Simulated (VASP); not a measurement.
Input:

```
CELL_PARAMETERS angstrom
      2.01932    -3.49756     0.00000
      2.01932     3.49756     0.00000
      0.00000     0.00000     6.40299
ATOMIC_POSITIONS crystal
  La 0.33333 0.66667 0.24862
  La 0.66667 0.33333 0.75138
  O  0.00000 0.00000 0.00000
  O  0.33333 0.66667 0.64516
  O  0.66667 0.33333 0.35484
```

All values below come from RPBE GGA, VASP's PBE PAW potentials (set 64) (plane waves; VASP). Run with 520 eV cut-off, 7×7×4 Γ-centred mesh, Gaussian smearing of 0.050 eV, potentials La O.

Task: The ions and cell shape at fixed volume are relaxed. Which structure does the run end with?

Result: 
```
CELL_PARAMETERS angstrom
      2.00531    -3.47330     0.00000
      2.00531     3.47330     0.00000
      0.00000     0.00000     6.49275
ATOMIC_POSITIONS crystal
  La 0.33333 0.66667 0.25238
  La 0.66667 0.33333 0.74762
  O  0.00000 0.00000 0.00000
  O  0.33333 0.66667 0.64393
  O  0.66667 0.33333 0.35607
```
Space group P-3m1 (164), at a tolerance of 0.03 Å.

Task: How much energy does the relaxation gain?

Result: The energy (σ→0) changes by -3.1 meV/atom, in 9 ionic steps.

The compound is La2O3 in the a-type structure. This cell is one point of a volume scan, at 1.06 of the reference volume. Symmetry was kept, so distortions that lower it aren't found.
